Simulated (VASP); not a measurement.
Here is the system:

```
CELL_PARAMETERS angstrom
      0.00000     2.65130     2.65130
      2.65130     0.00000     2.65130
      2.65130     2.65130     0.00000
ATOMIC_POSITIONS crystal
  Si 0.25000 0.25000 0.25000
  Si 0.75000 0.75000 0.75000
  Ni 0.00000 0.00000 0.00000
```

All values below come from LDA (Ceperley-Alder, Perdew-Zunger), VASP's LDA PAW potentials (set 64) (plane waves; VASP). Numerical set-up: 520 eV cut-off, 10×10×10 Γ-centred mesh, first-order Methfessel-Paxton smearing of 0.10 eV, potentials Si Ni.

### Question
Give the stress tensor in GPa (positive for a compressed cell).

### Answer

```
5.27  0.00  0.00
0.00  5.27  0.00
0.00  0.00  5.27
```
The pressure is its mean diagonal, 5.27 GPa.

The compound is NiSi2 in the fluorite structure. This cell is one point of a volume scan, at 0.97 of the reference volume. The run is not spin-polarised, so no magnetic state was tried.
